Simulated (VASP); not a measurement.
Here is the system:

```
AlGaAs2
1.0
    2.00566     1.15797     6.54588
   -2.00566     1.15797     6.54588
    0.00000    -2.31594     6.54588
Al Ga As
1 1 2
Cartesian
  0.00000   0.00000  19.63292
  0.00000   0.00000   9.82151
  0.00000   0.00000   2.45162
  0.00000   0.00000  12.27896
```

These are r2SCAN meta-GGA, VASP's PBE PAW potentials (set 64) (plane waves; VASP) values and carry that method's errors. Numerical set-up: 400 eV cut-off, 6×6×6 Γ-centred mesh, Gaussian smearing of 0.050 eV, potentials Al Ga_d As.

Question: What does the run give for the energy per atom (σ→0), band gap (on the k-mesh) with the smallest direct gap where there is one?

Answer: 
| Item | Result |
|---|---|
| band gap (on the k-mesh) | 1.33 eV |
| smallest direct gap (on the k-mesh) | 1.33 eV |
| energy per atom (σ→0) | -1199.4 kJ/mol of atoms |

The structure comes from a computed database's AlGaAs2 entry (R3m); how it stands against other phases isn't given here. The cell was not relaxed at this level. The start is the result of an earlier pass.
